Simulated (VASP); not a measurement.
```
CELL_PARAMETERS angstrom
      0.00000     3.16078     3.16078
      3.16078     0.00000     3.16078
      3.16078     3.16078     0.00000
ATOMIC_POSITIONS crystal
  Mg 0.25000 0.25000 0.25000
  Mg 0.75000 0.75000 0.75000
  Si 0.00000 0.00000 0.00000
```

Computed with PBEsol GGA, VASP's PBE PAW potentials (set 64) (plane waves; VASP 6.6.1). Settings: 400 eV cut-off, Gaussian smearing of 0.050 eV, potentials Mg Si.

What does the run give for the band gap (along the path) with the smallest direct gap where there is one?

| Property | Result |
|---|---|
| band gap (along the path) | 0.10 eV |
| smallest direct gap (along the path) | 1.90 eV |

Total energies compare only between runs with the same potentials, cut-off and functional.

The compound is Mg2Si in the antifluorite structure. It was relaxed first.
